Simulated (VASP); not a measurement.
A run of VASP 6.6.1:

INCAR

```
PREC = Accurate ; ENCUT = 520
EDIFF = 1E-7 ; ISMEAR = 0
SIGMA = 1.0 ; LREAL = False
LASPH = True ; NELM = 60
ALGO = Normal ; ISIF = 3
LWAVE = False ; LCHARG = False
GGA = PE ; IBRION = 2
NSW = 80 ; EDIFFG = -0.002
```

The input KPOINTS:

```
Automatic mesh
0
Gamma
  20 20 20
```

The input POSCAR:

```
Cu                                      
1.0
   -0.0000000000      1.8202556014      1.8202556014
    1.8202556014     -0.0000000000      1.8202556014
    1.8202556014      1.8202556014     -0.0000000000
  Cu            
     1
Direct
     0.0000000000000000    0.0000000000000000    0.0000000000000000
```

Potentials or basis: VASP PAW PBE potentials, release 64 (Cu).

Launch:

```sh
$ cat potpaw_PBE.64/Cu/POTCAR > POTCAR
$ mpirun -np 1 vasp_std > vasp.out
```

Hardware: 1 thread of Intel(R) Xeon(R) Platinum 8488C (Sapphire Rapids), on a shared host.

Task: How long does it take, and how much memory?

Result: Wall time 24 s on 1 thread of Intel(R) Xeon(R) Platinum 8488C (Sapphire Rapids), on a shared host, peak memory 0.15 GiB. Counts: scf iterations 17, k points 256, ion steps 2.
